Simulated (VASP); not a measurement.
Input:

```yaml
crystal:
  lattice:
    - [0.00000, 2.72365, 2.72365]
    - [2.72365, 0.00000, 2.72365]
    - [2.72365, 2.72365, 0.00000]
  atoms:
    - { symbol: Zn, position: [0.00000, 0.00000, 0.00000] }
    - { symbol: S, position: [0.25000, 0.25000, 0.25000] }
```

Calculation: HSEsol screened hybrid, VASP's PBE PAW potentials (set 64) (plane waves; VASP). Run with 520 eV cut-off, 6×6×6 Γ-centred mesh, Gaussian smearing of 0.050 eV, potentials Zn S.

Problem. Estimate the energy per atom (σ→0), pressure, band gap (over the mesh, the named points and PBE's band edges) with the smallest direct gap where there is one.

Solution. 
```json
{
  "band gap (over the mesh, the named points and PBE's band edges)": "3.08 eV",
  "smallest direct gap (over the mesh, the named points and PBE's band edges)": "3.08 eV",
  "energy per atom (σ→0)": "-4.437 eV/atom",
  "pressure": "-3.45 GPa"
}
```

Only differences to runs with the same potentials and settings are physical.

The compound is ZnS in the zinc blende structure. It was relaxed first.
